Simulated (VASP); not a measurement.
Here is the system:

```
CELL_PARAMETERS angstrom
      0.00000     2.82667     2.82667
      2.82667     0.00000     2.82667
      2.82667     2.82667     0.00000
ATOMIC_POSITIONS crystal
  Ga 0.00000 0.00000 0.00000
  As 0.25000 0.25000 0.25000
```

The numbers are results of TPSS meta-GGA, VASP's PBE PAW potentials (set 64) (plane waves; VASP 6.6.1), not measurements. Settings: 520 eV cut-off, 8×8×8 Γ-centred mesh, Gaussian smearing of 0.050 eV, potentials Ga_d As.

Give the stress tensor in GPa (positive for a compressed cell).

```
2.16  0.00  0.00
0.00  2.16  0.00
0.00  0.00  2.16
```
The pressure is its mean diagonal, 2.16 GPa.

The compound is GaAs in the zinc blende structure. This cell is one point of a volume scan, at 0.97 of the reference volume.
